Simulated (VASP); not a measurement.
Given:

```
CELL_PARAMETERS angstrom
      4.08245     0.00000     0.00000
      0.00000     4.08787     5.78027
      0.00000    -4.08787     5.78027
ATOMIC_POSITIONS crystal
  Zn 0.00000 0.99970 0.99970
  Zn 0.50000 0.99846 0.50132
  Zn 0.50000 0.50132 0.99846
  Cd 0.00000 0.50151 0.50151
  Se 0.50000 0.36261 0.36261
  Se 0.00000 0.36932 0.89232
  Se 0.00000 0.89232 0.36932
  Se 0.50000 0.87476 0.87476
```

The numbers are results of r2SCAN meta-GGA, VASP's PBE PAW potentials (set 64) (plane waves; VASP 6.6.1), not measurements. Run with 400 eV cut-off, 6×4×4 Γ-centred mesh, tetrahedra with Blöchl corrections, potentials Zn Cd Se.

### Question
Give the energies of bands 28 to 41 at the high-symmetry points, in eV from the valence-band maximum.

### Answer

```
band      Γ      Y     C0      Z     A0      T      S      R
----  -----  -----  -----  -----  -----  -----  -----  -----
28    -2.23  -2.79  -3.12  -3.81  -4.23  -4.38  -3.02  -4.12
29    -2.21  -2.53  -2.96  -2.79  -2.30  -2.25  -2.44  -2.54
30    -1.05  -2.43  -1.75  -2.72  -2.26  -2.21  -2.32  -2.51
31    -0.97  -1.44  -1.50  -2.68  -2.20  -2.20  -1.75  -2.39
32    -0.92  -1.42  -1.39  -2.64  -2.11  -2.16  -1.55  -2.25
33    -0.82  -1.28  -1.37  -2.57  -1.61  -1.07  -0.67  -1.74
34    -0.07  -1.09  -1.15  -2.29  -1.32  -0.87  -0.67  -1.73
35    -0.07  -1.08  -1.08  -1.08  -1.00  -0.86  -0.39  -1.49
36     0.00  -0.66  -0.45  -0.82  -1.00  -0.77  -0.32  -1.37
37     1.48   3.99   3.89   4.25   3.31   2.78   2.83   3.85
38     2.87   4.12   3.97   4.64   3.48   2.94   3.19   3.87
39     2.92   4.20   4.06   5.58   3.65   3.32   3.91   4.27
40     3.37   4.28   4.51   5.69   3.68   3.32   4.33   4.34
41     3.85   4.38   4.92   5.69   4.02   3.74   5.68   5.56
```

The gap is direct, 1.48 eV, from the valence maximum at Γ to the conduction minimum at Γ.

The structure comes from a computed database's Zn3CdSe4 entry (Amm2); how it stands against other phases isn't given here. It was relaxed first.
